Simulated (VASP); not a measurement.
# Vibrations of TaN: a test of the settings

Aim: test the modes of TaN against the numerical settings. The starting structure is a computed structure from the Materials Project.

Main program and level: VASP 6.6.1; Kohn-Sham DFT with plane waves and PAW; LDA.

### 1. Set-up

The structure is cubic, space group Fm-3m (No. 225). Conventional cell: a = 4.423 Å, b = 4.423 Å, c = 4.423 Å, α = 90.00°, β = 90.00°, γ = 90.00°. Ta has 6 N at 2.21 Å nearest. Nearest to N lie 6 Ta at 2.21 Å. Farther neighbours and most contacts between anions are not listed.

### 2. Reference modes

The cell comes from a relaxation at this level, not shown (20.66 Å³).

Input file INCAR:

```
SYSTEM = TaN
PREC = Accurate
ENCUT = 520
EDIFF = 1E-08
NELM = 100
ISMEAR = 1
SIGMA = 0.15
LREAL = .FALSE.
ALGO = Normal
GGA = CA
NBANDS = 14
LASPH = .TRUE.
LORBIT = 11
LWAVE = .FALSE.
LCHARG = .FALSE.
KPAR = 8
IBRION = 8
ISIF = 2
```

Input file POSCAR:

```
TaN
1.0
    0.0000000000      2.1779845989      2.1779845989
    2.1779845989      0.0000000000      2.1779845989
    2.1779845989      2.1779845989      0.0000000000
Ta N
1 1
Direct
    0.5000000000      0.5000000000      0.5000000000
    0.0000000000      0.0000000000      0.0000000000
```

Input file KPOINTS:

```
Automatic mesh
0
Gamma
18 18 18
0 0 0
```

Potentials, in the order of the species: Ta_pv and N (LDA family, release 64).

Started as:

```console
mpirun -np 8 vasp_std
```

The program printed:

```text
[banner, memory and clock lines left out]
running    8 mpi-ranks, on    1 nodes
 distrk:  each k-point on    1 cores,    8 groups
 distr:  one band on    1 cores,    1 groups

 POSCAR found type information on POSCAR TaN
 POSCAR found :  2 types and       2 ions
|                                                                             |
|           W    W    AA    RRRRR   N    N  II  N    N   GGGG   !!!           |
|           W    W   A  A   R    R  NN   N  II  NN   N  G    G  !!!           |
|           W    W  A    A  R    R  N N  N  II  N N  N  G       !!!           |
|           W WW W  AAAAAA  RRRRR   N  N N  II  N  N N  G  GGG   !            |
|           WW  WW  A    A  R   R   N   NN  II  N   NN  G    G                |
|           W    W  A    A  R    R  N    N  II  N    N   GGGG   !!!           |
|                                                                             |
|     For optimal performance we recommend to set                             |
|       NCORE = 2 up to number-of-cores-per-socket                            |
|     NCORE specifies how many cores store one orbital (NPAR=cpu/NCORE).      |
|     This setting can greatly improve the performance of VASP for DFT.       |
|     The default, NCORE=1 might be grossly inefficient on modern             |
|     multi-core architectures or massively parallel machines. Do your        |
|     Unfortunately you need to use the default for GW and RPA                |
|     calculations (for HF NCORE is supported but not extensively tested      |
|     yet).                                                                   |
|                                                                             |

 LDA part: xc-table for (Slater(with rela. corr.)+CA(PZ))
 , standard interpolation
 POSCAR, INCAR and KPOINTS ok, starting setup
 FFT: planning ... GRIDC
 FFT: planning ... GRID_SOFT
 FFT: planning ... GRID
 WAVECAR not read
 entering main loop
       N       E                     dE             d eps       ncg     rms          rms(c)
DAV:   1     0.878518946584E+02    0.87852E+02   -0.90483E+03  5492   0.122E+03
DAV:   2    -0.243001161920E+02   -0.11215E+03   -0.10590E+03  6720   0.310E+02
DAV:   3    -0.271636206041E+02   -0.28635E+01   -0.28281E+01  6160   0.449E+01
DAV:   4    -0.271768096366E+02   -0.13189E-01   -0.13161E-01  6572   0.320E+00
DAV:   5    -0.271769036023E+02   -0.93966E-04   -0.93961E-04  6174   0.245E-01    0.255E+01
DAV:   6    -0.243014252196E+02    0.28755E+01   -0.65553E+00  5826   0.282E+01    0.108E+01
DAV:   7    -0.241918931886E+02    0.10953E+00   -0.37587E-01  6966   0.546E+00    0.722E+00
DAV:   8    -0.241532619785E+02    0.38631E-01   -0.12563E-01  6594   0.317E+00    0.118E+00
DAV:   9    -0.241500730316E+02    0.31889E-02   -0.91109E-03  6306   0.833E-01    0.274E-01
DAV:  10    -0.241498968364E+02    0.17620E-03   -0.42265E-04  7268   0.254E-01    0.795E-02
DAV:  11    -0.241498808178E+02    0.16019E-04   -0.37856E-05  5922   0.659E-02    0.146E-02
DAV:  12    -0.241498806274E+02    0.19048E-06   -0.20944E-06  7020   0.136E-02    0.289E-03
DAV:  13    -0.241498806178E+02    0.95524E-08   -0.60573E-08  6258   0.228E-03
   1 F= -.24149881E+02 E0= -.24149682E+02  d E =-.597195E-03
 Linear response reoptimize wavefunctions to high precision
DAV:   1    -0.241498806174E+02    0.42473E-09   -0.25606E-09  6640   0.546E-04
DAV:   2    -0.241498806174E+02   -0.36380E-11   -0.61442E-11  3432   0.760E-05
 Linear response DOF=           2
 Linear response progress:
  Degree of freedom:   1/  2
       N       E                     dE             d eps       ncg     rms          rms(c)
RMM:   1    -0.134754024771E+00   -0.13475E+00    0.11384E+01 14137   0.238E+01
RMM:   2    -0.163381751073E+00   -0.28628E-01   -0.27546E-02 21256   0.145E+00    0.109E-01
RMM:   3    -0.162735296821E+00    0.64645E-03   -0.19499E-03 24357   0.267E-01    0.507E-02
RMM:   4    -0.162296608112E+00    0.43869E-03   -0.17309E-04 26082   0.845E-02    0.184E-02
RMM:   5    -0.162126936157E+00    0.16967E-03   -0.16756E-05 26497   0.234E-02    0.466E-03
RMM:   6    -0.162116172870E+00    0.10763E-04   -0.33236E-06 25261   0.827E-03    0.828E-04
RMM:   7    -0.162114314934E+00    0.18579E-05   -0.14070E-06 26802   0.233E-03    0.287E-04
RMM:   8    -0.162115896973E+00   -0.15820E-05   -0.57074E-07 28394   0.799E-04    0.783E-05
RMM:   9    -0.162116685830E+00   -0.78886E-06   -0.85208E-07 26822   0.311E-04    0.402E-05
RMM:  10    -0.162117108788E+00   -0.42296E-06   -0.30671E-07 24823   0.199E-04    0.710E-06
RMM:  11    -0.162117124216E+00   -0.15428E-07   -0.23713E-07 29338   0.882E-05    0.666E-06
RMM:  12    -0.162117099912E+00    0.24304E-07   -0.85821E-08 25970   0.499E-05    0.126E-06
RMM:  13    -0.162117101965E+00   -0.20537E-08   -0.77588E-08 25571   0.263E-05    0.148E-06
 first order change of Fermi-energy   0.38264E-03
 force on displaced ion       1 direction 1 :  -8.578   0.000   0.000
 Linear response progress:
  Degree of freedom:   2/  2
       N       E                     dE             d eps       ncg     rms          rms(c)
RMM:   1    -0.232582934132E+00   -0.23258E+00    0.15597E-01 28517   0.297E+00
RMM:   2    -0.228984146892E+00    0.35988E-02   -0.42010E-03 22712   0.483E-01    0.158E-01
RMM:   3    -0.229837763949E+00   -0.85362E-03   -0.91130E-04 20509   0.185E-01    0.799E-02
RMM:   4    -0.231187274140E+00   -0.13495E-02   -0.46579E-04 20844   0.128E-01    0.220E-02
RMM:   5    -0.231286667254E+00   -0.99393E-04   -0.19712E-05 24015   0.317E-02    0.288E-03
RMM:   6    -0.231286456186E+00    0.21107E-06   -0.16915E-06 23845   0.704E-03    0.810E-04
RMM:   7    -0.231279466381E+00    0.69898E-05   -0.15899E-07 23893   0.189E-03    0.349E-04
RMM:   8    -0.231281534548E+00   -0.20682E-05   -0.53018E-08 25488   0.664E-04    0.907E-05
RMM:   9    -0.231280859425E+00    0.67512E-06    0.92640E-09 24787   0.235E-04    0.272E-05
RMM:  10    -0.231280706761E+00    0.15266E-06   -0.19213E-08 27086   0.767E-05    0.146E-05
RMM:  11    -0.231280715256E+00   -0.84946E-08   -0.60518E-09 24974   0.234E-05    0.718E-06
 first order change of Fermi-energy  -0.13508E-03
 force on displaced ion       2 direction 1 :  -8.583   0.000   0.000
 Linear response finished
```

It took 1.9 min on 8 MPI ranks of AMD EPYC 7R43, shared host; peak memory 2.9 GiB.

Lines that name or quote the potential files are left out of all logs, and their timing lines are given in words.

Parts of OUTCAR (step 2):

```text
ion  position               nearest neighbor table
   1  0.500  0.500  0.500-   2 2.18   2 2.18   2 2.18   2 2.18   2 2.18   2 2.18
   2  0.000  0.000  0.000-   1 2.18   1 2.18   1 2.18   1 2.18   1 2.18   1 2.18

  LATTYP: Found a face centered cubic cell.
 ALAT       =     4.3559691978

 Subroutine GETGRP returns: Found 48 space group operations
 (whereof 48 operations were pure point group operations)

The static configuration has the point symmetry O_h .

 Found    195 irreducible k-points:

   k-points           NKPTS =    195   k-points in BZ     NKDIM =    195   number of bands    NBANDS=     14

   dimension x,y,z NGX =    24 NGY =   24 NGZ =   24
   dimension x,y,z NGXF=    48 NGYF=   48 NGZF=   48

   ENCUT  =  520.0 eV  38.22 Ry    6.18 a.u.   5.73  5.73  5.73*2*pi/ulx,y,z

   NELECT =      16.0000    total number of electrons

 k-points in reciprocal lattice and weights: Automatic mesh
   0.00000000  0.00000000  0.00000000       0.000
   0.05555556  0.00000000  0.00000000       0.001
   0.11111111  0.00000000  0.00000000       0.001
   0.16666667  0.00000000  0.00000000       0.001
   0.22222222  0.00000000  0.00000000       0.001
   0.27777778  0.00000000  0.00000000       0.001
   0.33333333  0.00000000  0.00000000       0.001
   0.38888889  0.00000000  0.00000000       0.001
   0.44444444  0.00000000  0.00000000       0.001
[...]
-0.27777778  0.44444444  0.22222222       0.004
  -0.27777778  0.50000000  0.22222222       0.002

 average (electrostatic) potential at core
       1 -34.8597       2 -60.6944

  Total        0.0001434      0.0001434      0.0001434      0.0000000      0.0000000      0.0000000
  in kB        0.0111155      0.0111155      0.0111155      0.0000000      0.0000000      0.0000000
  external PRESSURE =       0.0111155 kB  Pullay stress =       0.0000000 kB

  energy-cutoff  :      520.00
  volume of cell :       20.66
      direct lattice vectors                 reciprocal lattice vectors
     0.000000000  2.177984599  2.177984599    -0.229570035  0.229570035  0.229570035
     2.177984599  0.000000000  2.177984599     0.229570035 -0.229570035  0.229570035
     2.177984599  2.177984599  0.000000000     0.229570035  0.229570035 -0.229570035

 POSITION                                       TOTAL-FORCE (eV/Angst)
 -----------------------------------------------------------------------------------
      2.17798      2.17798      2.17798        -0.000000      0.000000      0.000000
      0.00000      0.00000      0.00000         0.000000     -0.000000     -0.000000
 -----------------------------------------------------------------------------------
    total drift:                                0.000000     -0.000000     -0.000000

 Eigenvectors and eigenvalues of the dynamical matrix
 ----------------------------------------------------

   1 f  =   12.705047 THz    79.828164 2PiTHz  423.794748 cm-1    52.543828 meV
             X         Y         Z           dx          dy          dz
      2.177985  2.177985  2.177985    -0.189442   -0.189442    0.000000
      0.000000  0.000000  0.000000     0.681258    0.681258    0.000000

   2 f  =   12.705047 THz    79.828164 2PiTHz  423.794748 cm-1    52.543828 meV
             X         Y         Z           dx          dy          dz
      2.177985  2.177985  2.177985    -0.189442    0.189442   -0.000000
      0.000000  0.000000  0.000000     0.681258   -0.681258   -0.000000

   3 f  =   12.705047 THz    79.828164 2PiTHz  423.794748 cm-1    52.543828 meV
             X         Y         Z           dx          dy          dz
      2.177985  2.177985  2.177985     0.000000    0.000000   -0.267911
      0.000000  0.000000  0.000000     0.000000    0.000000    0.963444

   4 f/i=    0.001044 THz     0.006558 2PiTHz    0.034814 cm-1     0.004316 meV
             X         Y         Z           dx          dy          dz
      2.177985  2.177985  2.177985    -0.036695   -0.957326   -0.101999
      0.000000  0.000000  0.000000    -0.010204   -0.266210   -0.028363

   5 f/i=    0.001044 THz     0.006558 2PiTHz    0.034814 cm-1     0.004316 meV
             X         Y         Z           dx          dy          dz
      2.177985  2.177985  2.177985     0.962736   -0.036061   -0.007896
      0.000000  0.000000  0.000000     0.267714   -0.010028   -0.002196

   6 f/i=    0.001044 THz     0.006558 2PiTHz    0.034814 cm-1     0.004316 meV
             X         Y         Z           dx          dy          dz
      2.177985  2.177985  2.177985    -0.004028    0.102224   -0.957997
      0.000000  0.000000  0.000000    -0.001120    0.028426   -0.266396

 ELASTIC MODULI CONTR FROM IONIC RELAXATION (kBar)
 Direction    XX          YY          ZZ          XY          YZ          ZX
 --------------------------------------------------------------------------------
 XX           0.0000      0.0000      0.0000      0.0000      0.0000      0.0000
 YY           0.0000      0.0000      0.0000      0.0000      0.0000      0.0000
 ZZ           0.0000      0.0000      0.0000      0.0000      0.0000      0.0000
 XY           0.0000      0.0000      0.0000      0.0000      0.0000      0.0000
 YZ           0.0000      0.0000      0.0000      0.0000      0.0000      0.0000
 ZX           0.0000      0.0000      0.0000      0.0000      0.0000      0.0000
 --------------------------------------------------------------------------------
```

Energies printed during the response cycles are not total energies of the cell.

Reference: the zone-centre mode is T1u 423.8 cm⁻¹.

### 3. Modes with a 10×10×10 mesh

Against step 2 the input has a 10×10×10 mesh.

INCAR is that of step 2.

POSCAR is that of step 2.

Input file KPOINTS:

```
Automatic mesh
0
Gamma
10 10 10
0 0 0
```

Started as:

```console
mpirun -np 8 vasp_std
```

The program printed:

```text
[banner, memory and clock lines left out]
running    8 mpi-ranks, on    1 nodes
[...]
[... a notice as in an earlier step ...]

 LDA part: xc-table for (Slater(with rela. corr.)+CA(PZ))
 , standard interpolation
 POSCAR, INCAR and KPOINTS ok, starting setup
[...]
entering main loop
       N       E                     dE             d eps       ncg     rms          rms(c)
DAV:   1     0.868684701204E+02    0.86868E+02   -0.87709E+03  1316   0.120E+03
DAV:   2    -0.244903382185E+02   -0.11136E+03   -0.10458E+03  1640   0.313E+02
DAV:   3    -0.271743327459E+02   -0.26840E+01   -0.26487E+01  1490   0.437E+01
DAV:   4    -0.271880409679E+02   -0.13708E-01   -0.13703E-01  1574   0.317E+00
[...]
DAV:  12    -0.241608840881E+02   -0.93975E-07   -0.80664E-07  1640   0.938E-03    0.202E-03
DAV:  13    -0.241608840773E+02    0.10833E-07   -0.40170E-08  1562   0.185E-03    0.746E-04
DAV:  14    -0.241608840764E+02    0.87198E-09   -0.25931E-09   970   0.548E-04
   1 F= -.24160884E+02 E0= -.24160797E+02  d E =-.259753E-03
[...]
RMM:  11    -0.162403103777E+00   -0.74198E-07   -0.46880E-08  5804   0.716E-05    0.337E-06
RMM:  12    -0.162403065439E+00    0.38338E-07   -0.31632E-08  5429   0.373E-05    0.153E-06
RMM:  13    -0.162403070489E+00   -0.50499E-08   -0.14070E-08  4714   0.211E-05    0.116E-06
 first order change of Fermi-energy   0.20278E-03
 force on displaced ion       1 direction 1 :  -8.151   0.000   0.000
 Linear response progress:
  Degree of freedom:   2/  2
       N       E                     dE             d eps       ncg     rms          rms(c)
RMM:   1    -0.232549183016E+00   -0.23255E+00    0.15709E-01  5997   0.297E+00
RMM:   2    -0.229143592338E+00    0.34056E-02   -0.40904E-03  4805   0.476E-01    0.158E-01
RMM:   3    -0.229995299306E+00   -0.85171E-03   -0.90614E-04  4311   0.184E-01    0.805E-02
RMM:   4    -0.231349232521E+00   -0.13539E-02   -0.46678E-04  4392   0.128E-01    0.221E-02
[...]
RMM:  11    -0.231443985104E+00   -0.14954E-07   -0.61466E-09  5200   0.208E-05    0.232E-06
RMM:  12    -0.231443999470E+00   -0.14366E-07   -0.45920E-09  5127   0.698E-06    0.791E-07
RMM:  13    -0.231444000514E+00   -0.10443E-08   -0.54535E-09  3928   0.306E-06    0.510E-07
 first order change of Fermi-energy   0.28950E-05
 force on displaced ion       2 direction 1 :  -8.156   0.000   0.000
 Linear response finished
```

Wall time 30 s (8 MPI ranks); peak memory 1.4 GiB.

Parts of OUTCAR (step 3):

```text
  Total       -0.0093027     -0.0093027     -0.0093027      0.0000000      0.0000000      0.0000000
  in kB       -0.7213129     -0.7213129     -0.7213129      0.0000000      0.0000000      0.0000000
  external PRESSURE =      -0.7213129 kB  Pullay stress =       0.0000000 kB

 POSITION                                       TOTAL-FORCE (eV/Angst)
 -----------------------------------------------------------------------------------
      2.17798      2.17798      2.17798         0.000000     -0.000000      0.000000
      0.00000      0.00000      0.00000        -0.000000      0.000000     -0.000000
 -----------------------------------------------------------------------------------
    total drift:                                0.000000     -0.000000     -0.000000

[... 1 part as in an earlier step ...]

[... 1 further part left out ...]
```

With a 10×10×10 mesh the mode is T1u 413.1 cm⁻¹, -10.7 cm⁻¹ from the reference.

### 4. Modes with a cutoff of 400 eV

Against step 2 the input has ENCUT = 400.

Changes to INCAR since step 3:

```diff
@@ -2,3 +2,3 @@
 PREC = Accurate
-ENCUT = 520
+ENCUT = 400
 EDIFF = 1E-08
```

POSCAR is that of step 3.

Input file KPOINTS:

```
Automatic mesh
0
Gamma
18 18 18
0 0 0
```

Started as:

```console
mpirun -np 8 vasp_std
```

The program printed:

```text
[... set-up lines as in an earlier step ...]
 entering main loop
       N       E                     dE             d eps       ncg     rms          rms(c)
DAV:   1     0.726484614296E+02    0.72648E+02   -0.76012E+03  5498   0.992E+02
DAV:   2    -0.248454512967E+02   -0.97494E+02   -0.92248E+02  6680   0.273E+02
DAV:   3    -0.271368537732E+02   -0.22914E+01   -0.22756E+01  6146   0.396E+01
DAV:   4    -0.271467490938E+02   -0.98953E-02   -0.98934E-02  6570   0.270E+00
[...]
DAV:  11    -0.241493987059E+02    0.15617E-04   -0.37679E-05  5922   0.661E-02    0.146E-02
DAV:  12    -0.241493984610E+02    0.24486E-06   -0.20843E-06  6990   0.135E-02    0.273E-03
DAV:  13    -0.241493984538E+02    0.71802E-08   -0.67730E-08  6246   0.239E-03
   1 F= -.24149398E+02 E0= -.24149201E+02  d E =-.593139E-03
 Linear response reoptimize wavefunctions to high precision
DAV:   1    -0.241493984519E+02    0.19481E-08   -0.25419E-09  6632   0.513E-04
DAV:   2    -0.241493984519E+02   -0.95497E-11   -0.32862E-11  3534   0.548E-05
 Linear response DOF=           2
 Linear response progress:
[...]
RMM:  11    -0.162039938800E+00   -0.13872E-07   -0.18800E-07 29230   0.852E-05    0.652E-06
RMM:  12    -0.162039909385E+00    0.29415E-07   -0.99302E-08 25905   0.482E-05    0.126E-06
RMM:  13    -0.162039911936E+00   -0.25514E-08   -0.61828E-08 25434   0.253E-05    0.144E-06
 first order change of Fermi-energy   0.38253E-03
 force on displaced ion       1 direction 1 :  -8.584   0.000   0.000
 Linear response progress:
  Degree of freedom:   2/  2
       N       E                     dE             d eps       ncg     rms          rms(c)
RMM:   1    -0.230347338709E+00   -0.23035E+00    0.17499E-01 28749   0.289E+00
RMM:   2    -0.228444420502E+00    0.19029E-02   -0.40730E-03 22409   0.461E-01    0.160E-01
RMM:   3    -0.229331330356E+00   -0.88691E-03   -0.89155E-04 20478   0.184E-01    0.818E-02
RMM:   4    -0.230705110135E+00   -0.13738E-02   -0.46049E-04 20880   0.127E-01    0.225E-02
[...]
RMM:  11    -0.230808405915E+00   -0.19847E-07   -0.25261E-09 24874   0.252E-05    0.515E-06
RMM:  12    -0.230808421301E+00   -0.15386E-07   -0.96039E-10 24333   0.106E-05    0.142E-06
RMM:  13    -0.230808421116E+00    0.18510E-09   -0.49950E-09 16219   0.633E-06    0.445E-07
 first order change of Fermi-energy  -0.13426E-03
 force on displaced ion       2 direction 1 :  -8.587   0.000   0.000
 Linear response finished
```

Wall time 70 s (8 MPI ranks); peak memory 2.3 GiB.

From OUTCAR (step 4):

```text
  Total       -0.4569206     -0.4569206     -0.4569206     -0.0000000      0.0000000     -0.0000000
  in kB      -35.4288363    -35.4288363    -35.4288363     -0.0000000      0.0000000     -0.0000000
  external PRESSURE =     -35.4288363 kB  Pullay stress =       0.0000000 kB

 POSITION                                       TOTAL-FORCE (eV/Angst)
 -----------------------------------------------------------------------------------
      2.17798      2.17798      2.17798        -0.000000     -0.000000     -0.000000
      0.00000      0.00000      0.00000         0.000000      0.000000      0.000000
 -----------------------------------------------------------------------------------
    total drift:                                0.000000      0.000000      0.000000

[... 1 part as in an earlier step ...]

[... 1 further part left out ...]
```

With a cutoff of 400 eV the mode is T1u 423.9 cm⁻¹, +0.1 cm⁻¹ from the reference.

[end of part 1 of 2]

[Lines on the potential files, build, host, timing and source positions are cut from VASP's logs without a mark.]

[Logs are printed without paths, hosts, clocks, repeated set-up lines and the standing remarks that a program may print on its own settings, such as how far it seeks lower states.]

[Hosts, paths, dates, database ids (printed as entryN), source tags and the programs' standing remarks are cut or masked in the printed files.]
